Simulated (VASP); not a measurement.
An input for Ansatz (written as the equivalent of a VASP run, and not itself run):

Ansatz 0.2 input:
```yaml
crystal:
  lattice:
    - [4.9275470, 0.0000000, 0.0000000]
    - [-4.9275470, 4.9275470, 0.0000000]
    - [0.0000000, 0.0000000, 13.5449000]
  atoms:
    - { symbol: Ba, position: [0.0000000, 0.0000000, 0.6308570] }
    - { symbol: Ba, position: [0.0000000, 0.5000000, 0.3691430] }
    - { symbol: Te, position: [0.0000000, 0.5000000, 0.6308570] }
    - { symbol: Te, position: [0.0000000, 0.0000000, 0.3691430] }
kpoints:
  mp_grid: { grid: [8, 8, 1] }
hamiltonian:
  xc: lda
  pseudopotentials: { kind: paw }
scf:
  occupations: { method: methfessel_paxton, width: 0.2 }
  max_iter: 100
output: { forces: true, stress: true, eigenvalues: true }
```

Question: Translate this input to VASP (INCAR, KPOINTS, POSCAR, choice of POTCAR).

Answer: This is not unique; one that fits is 
### KPOINTS
```
Automatic mesh
0
Gamma
8 8 1
0 0 0
```

INCAR:
```
! general
SYSTEM   =  BaTe
PREC     =  Accurate
ENCUT    =  300
LREAL    =  F
LASPH    =  T
NBANDS   =  16

! electronic loop
EDIFF    =  1E-6
NELM     =  100
ALGO     =  Normal
LMAXMIX  =  4

! smearing
ISMEAR   =  1
SIGMA    =  0.2

! ions
ISIF     =  2

! output
LWAVE    =  F
LCHARG   =  F
```

**POSCAR**
```
BaTe
1
    4.9275470000     0.0000000000     0.0000000000
   -4.9275470000     4.9275470000     0.0000000000
    0.0000000000     0.0000000000    13.5449000000
Ba Te
2 2
Direct
  0.0000000000   0.0000000000   0.6308570000
  0.0000000000   0.5000000000   0.3691430000
  0.0000000000   0.5000000000   0.6308570000
  0.0000000000   0.0000000000   0.3691430000
```

POTCAR, in this order: Ba_sv Te (LDA.64 set). Program: vasp_std.

The two are equivalent in intent, not identical: each code has its own PAW files, so the cut-off isn't converted (ENCUT is set for VASP's; basis.ecutwfc is left out, and Ansatz then takes the one that its files recommend); Ansatz stops its SCF on the density residual and VASP on the energy change (EDIFF); Ansatz's lda is the Perdew-Wang form, while the LDA potentials of VASP carry Perdew-Zunger's; the number of bands isn't carried over, since the valence differs with the files.

The cell is a sheet with vacuum, built from a database entry that may be metastable or hypothetical.
